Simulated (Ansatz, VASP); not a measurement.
Sn2Bi3O3: VASP beside Ansatz

```xyz
8
Lattice="4.5595 0.0000 0.0000 0.0000 4.4517 0.0000 0.0000 0.0000 7.9594" Properties=species:S:1:pos:R:3 pbc="T T T"
Sn    0.0000    0.0000    5.5601
Sn    0.0000    0.0000    2.3992
Bi    2.2798    2.2259    5.5624
Bi    2.2798    2.2259    2.3970
Bi    0.0000    2.2259    0.0000
O     0.0000    2.2259    3.9797
O     2.2798    0.0000    0.0000
O     2.2798    0.0000    3.9797
```

Change from the starting cell: species swapped into the Dy2In3Sn3 type (Pmmm, No. 47).

Alike in both runs: functional PBE; k mesh 4 × 4 × 2; occupations gaussian, width 0.2 eV; no spin polarisation.

Ansatz relaxed the structure, and its values are those at the end. VASP's run is a single point on that final structure, the one shown.

|  | VASP | Ansatz |
| --- | --- | --- |
| version | VASP 6.6.1 | Ansatz 0.2.0 |
| potentials or method | VASP PAW PBE potentials, release 64 (Sn_d, Bi_d, O) | scalar-relativistic, plane waves, PAW |
| plane-wave cutoff (eV) | 520 | 420 |
| valence electrons in the cell | 91 | 91 |

```tsv
	VASP	Ansatz	Ansatz less VASP
gap on the k mesh at the Fermi level (eV)	none	none	-
pressure (GPa)	-0.2	-0.1	+0.07
rms of the force components (eV/Å)	0.027	0.025	-0.0020
```

A gap of «none» marks a metal or a gap that the smearing closes. With one functional, cell and mesh, what is left measures potentials, basis and numerics.

Caveats: the k mesh is coarse (spacing up to 0.39 Å⁻¹), so the values aren't converged; spin-orbit coupling is left out, which moves the levels of the heavy elements; an odd number of electrons without spin polarisation forces a metal; a magnetic or distorted state may lie lower.
